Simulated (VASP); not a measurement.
# NaRh (Pm-3m) in VASP: notebook

The runs below take NaRh through single point, with PBE.

Everything below comes from runs of VASP 6.6.1. Logs are shortened: lines on timing, memory, paths and dates and some standing lists are left out, and cuts for length are marked.

## Step 1: The crystal as given

It takes space group Pm-3m (No. 221, cubic). The conventional cell has a = 3.217 Å, b = 3.217 Å, c = 3.217 Å, α = 90.00°, β = 90.00°, γ = 90.00°. Around Rh (site symmetry m-3m) lie 8 Na at 2.79 Å. Na (site symmetry m-3m) has 8 Rh at 2.79 Å as nearest neighbours.

The cell was built by a generator and needn't be a form met in nature.

## Step 2: Single point, PBE

Contents of INCAR:

```
SYSTEM = NaRh
PREC = Accurate
ENCUT = 520
EDIFF = 1E-7
ISMEAR = -1
SIGMA = 0.056
LREAL = .FALSE.
LASPH = .TRUE.
NELM = 100
ALGO = Normal
ISIF = 2
LWAVE = .FALSE.
LCHARG = .FALSE.
GGA = PE
NBANDS = 18
```

Contents of KPOINTS:

```
Automatic mesh
0
G
  6 6 6
  0 0 0
```

Contents of POSCAR:

```
NaRh
1.0
    3.2165600000      0.0000000000      0.0000000000
    0.0000000000      3.2165600000      0.0000000000
    0.0000000000      0.0000000000      3.2165600000
Rh Na
1 1
Direct
    0.5000000000      0.5000000000      0.5000000000
    0.0000000000      0.0000000000      0.0000000000
```

Potentials or basis: VASP PAW PBE potentials, release 64 (Rh_pv, Na_pv).

Command:

```console
cat potpaw_PBE.64/Rh_pv/POTCAR potpaw_PBE.64/Na_pv/POTCAR > POTCAR
mpirun -np 1 vasp_std > vasp.out
```

OUTCAR:

```text
SYSTEM = NaRh
   PREC = Accurate
   ENCUT = 520
   EDIFF = 1E-7
   ISMEAR = -1
   LREAL = .FALSE.
   LASPH = .TRUE.
   NELM = 100
   ISIF = 2
   GGA = PE

 ion  position               nearest neighbor table
   1  0.500  0.500  0.500-   2 2.79   2 2.79   2 2.79   2 2.79   2 2.79   2 2.79   2 2.79   2 2.79

   2  0.000  0.000  0.000-   1 2.79   1 2.79   1 2.79   1 2.79   1 2.79   1 2.79   1 2.79   1 2.79

  LATTYP: Found a simple cubic cell.
 ALAT       =     3.2165600000

  Lattice vectors:

 A1 = (   3.2165600000,   0.0000000000,   0.0000000000)
 A2 = (   0.0000000000,   3.2165600000,   0.0000000000)
 A3 = (   0.0000000000,   0.0000000000,   3.2165600000)

Analysis of symmetry for initial positions (statically):
=====================================================================
 Subroutine PRICEL returns:
 Original cell was already a primitive cell.

 Routine SETGRP: Setting up the symmetry group for a
 simple cubic supercell.

 Subroutine GETGRP returns: Found 48 space group operations
 (whereof 48 operations were pure point group operations)
 out of a pool of 48 trial point group operations.

The static configuration has the point symmetry O_h .

Analysis of symmetry for dynamics (positions and initial velocities):
=====================================================================
 Subroutine PRICEL returns:
 Original cell was already a primitive cell.

 Routine SETGRP: Setting up the symmetry group for a
 simple cubic supercell.

 Subroutine GETGRP returns: Found 48 space group operations
 (whereof 48 operations were pure point group operations)
 out of a pool of 48 trial point group operations.

The dynamic configuration has the point symmetry O_h .

 Subroutine INISYM returns: Found 48 space group operations
 (whereof 48 operations are pure point group operations),
 and found     1 'primitive' translations

----------------------------------------------------------------------------------------

                                     Primitive cell

  volume of cell :      33.2794

  direct lattice vectors                    reciprocal lattice vectors
     3.216560000  0.000000000  0.000000000     0.310891138  0.000000000  0.000000000
     0.000000000  3.216560000  0.000000000     0.000000000  0.310891138  0.000000000
     0.000000000  0.000000000  3.216560000     0.000000000  0.000000000  0.310891138

  length of vectors
     3.216560000  3.216560000  3.216560000     0.310891138  0.310891138  0.310891138

[... 68 lines left out ...]
   ICHARG =      2    charge: 1-file 2-atom 10-const
   ISPIN  =      1    spin polarized calculation?
   LNONCOLLINEAR =      F non collinear calculations
   LSORBIT =      F    spin-orbit coupling
   LASPH  =      T    aspherical Exc in radial PAW
   ENCUT  =  520.0 eV  38.22 Ry    6.18 a.u.   5.98  5.98  5.98*2*pi/ulx,y,z
   NELM   =    100;   NELMIN=  2; NELMDL= -5     # of ELM steps
   EDIFF  = 0.1E-06   stopping-criterion for ELM
   LREAL  =      F    real-space projection
   EDIFFG = 0.1E-05   stopping-criterion for IOM
   NSW    =      0    number of steps for IOM
   IBRION =     -1    ionic relax: 0-MD 1-quasi-New 2-CG
   NFREE  =      0    steps in history (QN), initial steepest desc. (CG)
   ISIF   =      2    stress and relaxation
   ISYM   =      2    0-nonsym 1-usesym 2-fastsym
   POTIM  = 0.5000    time-step for ionic-motion
   TEBEG  =    0.0;   TEEND  =   0.0 temperature during run
   PSTRESS=    0.0 pullay stress
   NELECT =      22.0000    total number of electrons
   NUPDOWN=      -1.0000    fix difference up-down
   EMIN   =  10.00;   EMAX   =-10.00  energy-range for DOS
   EFERMI =   0.00;   METHOD = LEGACY
   ISMEAR =    -1;   SIGMA  =   0.06  broadening in eV -4-tet -1-fermi 0-gaus
   EFERMI_NEDOS =   21; number of points for ismear=-14 and -15
   IALGO  =     38    algorithm
   IMIX   =      4    mixing-type and parameters
     AMIX     =   0.40;   BMIX     =  1.00
     AMIX_MAG =   1.60;   BMIX_MAG =  1.00
  volume/ion in A,a.u.               =      16.64       112.29
  Fermi-wavevector in a.u.,A,eV,Ry     =   1.426124  2.694984 27.671947  2.033831
  Thomas-Fermi vector in A             =   2.546435
   LORBIT       =      0    0 simple, 1 ext, 2 COOP (PROOUT), +10 PAW based schemes
   GGA     = PE    functional components
[... 5 lines left out ...]
 non-spin polarized calculation
  energy-cutoff  :      520.00
  volume of cell :       33.28
 maximum number of plane-waves:       922
 NGX is ok and might be reduce to    24
   NGX = 11   NGY = 11   NGZ = 11

 number of electron      21.9999976 magnetization

 Free energy of the ion-electron system (eV)
  ---------------------------------------------------
  ext. energy  EPLUGINS =         0.00000000
  ---------------------------------------------------
  free energy    TOTEN  =        -6.96738946 eV

  energy without entropy =       -6.91784709  energy(sigma->0) =       -6.94261828

 E-fermi :   4.8260     XC(G=0): -10.8892

 val. band max:        4.8131416754   @ k =   0.5000   0.1667   0.0000
 cond. band min:       4.8349034715   @ k =   0.5000   0.5000   0.3333
 fundamental gap:      0.0217617961
 Fermi energy:         4.8260382487

 k-point     1 :       0.0000    0.0000    0.0000
  band No.  band energies     occupation
      1     -39.9819      2.00000
      2     -39.9819      2.00000
      3     -39.9819      2.00000
      4     -17.5378      2.00000
      5     -17.5378      2.00000
      6     -17.5378      2.00000
[... 397 lines left out ...]
      5     -17.6212      2.00000
      6     -17.6212      2.00000
[... 10 lines left out ...]
     17      15.6271      0.00000
     18      15.6271      0.00000

------------------------ aborting loop because EDIFF is reached ----------------------------------------

  FORCE on cell =-STRESS in cart. coord.  units (eV):
  Direction    XX          YY          ZZ          XY          YZ          ZX
  --------------------------------------------------------------------------------------
  -------------------------------------------------------------------------------------
  Total        0.7004705      0.7004705      0.7004705      0.0000000     -0.0000000      0.0000000
  in kB       33.7229443     33.7229443     33.7229443      0.0000000     -0.0000000      0.0000000
  external PRESSURE =      33.7229443 kB  Pullay stress =       0.0000000 kB

 VOLUME and BASIS-vectors are now :
 -----------------------------------------------------------------------------
  energy-cutoff  :      520.00
  volume of cell :       33.28
      direct lattice vectors                 reciprocal lattice vectors
     3.216560000  0.000000000  0.000000000     0.310891138  0.000000000  0.000000000
     0.000000000  3.216560000  0.000000000     0.000000000  0.310891138  0.000000000
     0.000000000  0.000000000  3.216560000     0.000000000  0.000000000  0.310891138

 POSITION                                       TOTAL-FORCE (eV/Angst)
 -----------------------------------------------------------------------------------
      1.60828      1.60828      1.60828         0.000000      0.000000      0.000000
      0.00000      0.00000      0.00000         0.000000      0.000000      0.000000
 -----------------------------------------------------------------------------------
    total drift:                                0.000000     -0.000000     -0.000000

  FREE ENERGIE OF THE ION-ELECTRON SYSTEM (eV)
  ---------------------------------------------------
  free  energy   TOTEN  =        -6.9673894628 eV

  energy  without entropy=       -6.9178470880  energy(sigma->0) =       -6.94261828
```

It took 6.9 s on 1 thread of Intel Xeon Platinum 8375C at 2.90GHz (Ice Lake), shared host; peak memory 0.14 GiB.

What came out:

```yaml
Free_energy: -6.9674 eV
Pressure: 3.4 GPa
Band_gap_on_the_k_mesh: none (metal or under the smearing width)
```

Levels at points of the mesh, in eV from the Fermi level:
| k point | band 9 | band 10 | band 11 | band 12 | band 13 | band 14 |
| --- | --- | --- | --- | --- | --- | --- |
| (0.00, 0.00, 0.00) | -2.08 | 0.10 | 0.10 | 0.10 | 10.20 | 10.20 |
| (0.50, 0.00, 0.00) | -0.60 | -0.60 | 0.05 | 0.19 | 2.08 | 10.93 |
| (0.50, 0.50, 0.00) | -0.56 | -0.56 | 0.77 | 2.82 | 2.82 | 4.68 |
| (0.50, 0.50, 0.50) | -1.77 | 0.82 | 0.82 | 5.35 | 5.35 | 5.35 |

## Step 3: Single point, PBE

Contents of INCAR:

```
ALGO = Normal
EDIFF = 1E-6
ENCUT = 520
GGA = PE
ISIF = 2
ISMEAR = -5
LASPH = T
LCHARG = F
LREAL = F
LWAVE = F
NBANDS = 18
NELM = 100
PREC = Accurate
SIGMA = 0.1
```

Contents of KPOINTS:

```
k-points
0
Gamma
  6 6 6
```

POSCAR is that of step 2.

Potentials or basis: VASP PAW PBE potentials, release 64 (Rh_pv, Na_pv).

Command:

```console
cat potpaw_PBE.64/Rh_pv/POTCAR potpaw_PBE.64/Na_pv/POTCAR > POTCAR
mpirun -np 1 vasp_std > vasp.out
```

Run time: 6.9 s. Hardware: 1 thread of Intel Xeon Platinum 8375C at 2.90GHz (Ice Lake), shared host; peak memory 0.14 GiB.

The run converged. Its results:

| Quantity | Value |
| --- | --- |
| Free energy | -6.9768 eV |
| Pressure | 3.0 GPa |
| Band gap on the k mesh | none (metal or under the smearing width) |

Levels at points of the mesh, in eV from the Fermi level:
| k point | band 8 | band 9 | band 10 | band 11 | band 12 | band 13 | band 14 | band 15 |
| --- | --- | --- | --- | --- | --- | --- | --- | --- |
| (0.00, 0.00, 0.00) | -2.11 | -2.11 | 0.09 | 0.09 | 0.09 | 10.16 | 10.16 | 10.16 |
| (0.50, 0.00, 0.00) | -1.77 | -0.61 | -0.61 | 0.01 | 0.18 | 2.06 | 10.89 | 12.44 |
| (0.50, 0.50, 0.00) | -1.79 | -0.58 | -0.58 | 0.76 | 2.78 | 2.78 | 4.65 | 9.18 |
| (0.50, 0.50, 0.50) | -1.79 | -1.79 | 0.80 | 0.80 | 5.31 | 5.31 | 5.31 | 9.40 |

Caveat: tetrahedron occupations give inexact forces and stress in metals.

## Step 4: Single point, PBE

Contents of INCAR:

```
SYSTEM = NaRh
ALGO = Fast ; EDIFF = 1E-6
ENCUT = 520 ; GGA = PE
ISIF = 2 ; ISMEAR = -1
LASPH = .TRUE. ; LCHARG = .FALSE.
LREAL = .FALSE. ; LWAVE = .FALSE.
NBANDS = 18 ; NELM = 80
PREC = Accurate ; SIGMA = 0.056
```

Contents of KPOINTS:

```
k-points
0
G
  6 6 6
  0 0 0
```

POSCAR is that of step 3.

Command:

```console
cat potpaw_PBE.64/Rh_pv/POTCAR potpaw_PBE.64/Na_pv/POTCAR > POTCAR
mpirun -np 1 vasp_std > vasp.out
```

It took 7.3 s on 1 thread of Intel Xeon Platinum 8375C at 2.90GHz (Ice Lake), shared host; peak memory 0.14 GiB.

It converged, with:

```
Free energy            : -6.9674 eV
Pressure               : 3.4 GPa
Band gap on the k mesh : none (metal or under the smearing width)
```

Levels at points of the mesh, in eV from the Fermi level:
```tsv
k point	band 7	band 8	band 9	band 10	band 11	band 12	band 13	band 14	band 15	band 16
(0.00, 0.00, 0.00)	-4.56	-2.08	-2.08	0.10	0.10	0.10	10.20	10.20	10.20	12.43
(0.50, 0.00, 0.00)	-2.48	-1.75	-0.60	-0.60	0.05	0.19	2.08	10.93	12.48	12.48
(0.50, 0.50, 0.00)	-2.26	-1.76	-0.56	-0.56	0.77	2.82	2.82	4.68	9.21	15.98
(0.50, 0.50, 0.50)	-1.77	-1.77	-1.77	0.82	0.82	5.35	5.35	5.35	9.43	10.80
```
